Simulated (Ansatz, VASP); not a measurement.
# One calculation of Al2Te, two programs

```
Al Te
1.0
     0.00000    3.49980    3.49980
     3.49980    0.00000    3.49980
     3.49980    3.49980    0.00000
Al Te
2 1
Cartesian
  1.7499 1.7499 1.7499
  5.2497 5.2497 5.2497
  0.0000 0.0000 0.0000
```

Alike in both runs: functional PBE; k mesh 10 × 10 × 10; occupations gaussian, width 0.1 eV; no spin polarisation.

Ansatz relaxed the structure, and its values are those at the end. VASP's run is a single point on that final structure, the one shown.

|  | VASP | Ansatz |
| --- | --- | --- |
| version | VASP 6.6.1 | Ansatz 0.2.0 |
| potentials or method | VASP PAW PBE potentials, release 64 (Al, Te) | scalar-relativistic, plane waves, PAW |
| plane-wave cutoff (eV) | 520 | 420 |
| valence electrons in the cell | 12 | 22 |

```tsv
	VASP	Ansatz	Ansatz less VASP
gap on the k mesh at the Fermi level (eV)	none	none	-
pressure (GPa)	0.0	0.0	0.00
```

A gap of «none» marks a metal or a gap that the smearing closes. The two sets of potentials don't hold the same shells in valence.

Spin-orbit coupling is left out, which matters for the levels of Te.
